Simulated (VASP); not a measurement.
VASP input:

**KPOINTS**
```
Automatic mesh
0
G
6 6 10
```

### INCAR
```
EDIFFG = -0.02   ! ionic stop
EDIFF = 1E-6   ! SCF stop (eV)
NELM = 100
PREC = Accurate
LORBIT = 10
ISIF = 3
AGGAC = 0.0
ALGO = Normal
ISPIN = 2   ! spin-polarised
LASPH = .True.   ! aspherical one-centre terms
MAGMOM = 2*2.5 4*0.0
NSW = 60
LMAXMIX = 4   ! l cut-off of mixed one-centre charges
ZAB_VDW = -1.8867
IBRION = 2   ! conjugate gradients
LUSE_VDW = .True.
ENCUT = 520
LCHARG = .False.
SYSTEM = CrO2
GGA = ML
SIGMA = 0.1   ! width (eV)
ISMEAR = 1   ! Methfessel-Paxton
LWAVE = .False.
LREAL = .False.   ! projection in real space or not
```

### POSCAR
```
CrO2
1
    4.3922610790    -0.0000000000     0.0000000000
   -0.0000000000     4.3922610790     0.0000000000
    0.0000000000     0.0000000000     2.8934801373
Cr O
2 4
Direct
  0.0000000000   0.0000000000   0.0000000000
  0.5000000000   0.5000000000   0.5000000000
  0.3034300090   0.3034300090   0.0000000000
  0.8034300090   0.1965699910   0.5000000000
  0.1965699910   0.8034300090   0.5000000000
  0.6965699910   0.6965699910   0.0000000000
```

POTCAR, in this order: Cr_pv O (PBE.64 set). Program: vasp_std.

**Question.** Write an equivalent input for Quantum ESPRESSO's pw.x.

**Answer.** One equivalent input (not run):
```
&CONTROL
  calculation = 'vc-relax'
  pseudo_dir = './pseudo'
  outdir = './out'
  tprnfor = .true.
  tstress = .true.
  nstep = 60
  forc_conv_thr = 0.00078
/
&SYSTEM
  ibrav = 0
  nat = 6
  ntyp = 2
  ecutwfc = 94
  occupations = 'smearing'
  smearing = 'methfessel-paxton'
  degauss = 0.00735
  input_dft = 'vdw-df2'
  nspin = 2
  starting_magnetization(1) = 0.25
/
&ELECTRONS
  conv_thr = 7.3e-08
  electron_maxstep = 100
/
&IONS
/
&CELL
/
ATOMIC_SPECIES
  Cr 51.996 Cr.upf
  O 15.999 O.upf
CELL_PARAMETERS angstrom
     4.3922611   -0.0000000    0.0000000
    -0.0000000    4.3922611    0.0000000
     0.0000000    0.0000000    2.8934801
ATOMIC_POSITIONS crystal
  Cr   0.0000000  0.0000000  0.0000000
  Cr   0.5000000  0.5000000  0.5000000
  O    0.3034300  0.3034300  0.0000000
  O    0.8034300  0.1965700  0.5000000
  O    0.1965700  0.8034300  0.5000000
  O    0.6965700  0.6965700  0.0000000
K_POINTS automatic
  6 6 10 0 0 0
```
The two are equivalent in intent, not identical: the potentials are each code's own (VASP's PAW set, PseudoDojo norm-conserving files in pw.x), so ENCUT and ecutwfc are chosen apart and not converted; conv_thr bounds pw.x's estimated SCF error, while EDIFF bounds the energy change between steps; starting_magnetization is a fraction of the valence charge and MAGMOM a moment in μB, so they match only roughly; forc_conv_thr acts on force components and is met together with etot_conv_thr.

The compound is CrO2 in the rutile structure. This run relaxes it. Symmetry was kept, so distortions that lower it aren't found. The start is the result of an earlier pass.
